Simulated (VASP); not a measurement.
Consider the following.

```
ZrB2
1.0
    1.57609    -2.72987     0.00000
    1.57609     2.72987     0.00000
    0.00000     0.00000     3.50589
Zr B
1 2
Direct
  0.00000   0.00000   0.00000
  0.33333   0.66667   0.50000
  0.66667   0.33333   0.50000
```

Level of theory: AM05 GGA, VASP's PBE PAW potentials (set 64) (plane waves; VASP). Numerical set-up: 520 eV cut-off, Gaussian smearing of 0.050 eV, potentials Zr_sv B.

Q: Predict the band gap (along the path) with the smallest direct gap where there is one.

A: 
```json
{
 "band gap (along the path)": "none (metal, semimetal or under 0.01 eV)"
}
```

Total energies compare only between runs with the same potentials, cut-off and functional.

The compound is ZrB2 in the AlB2 type structure. It was relaxed first.
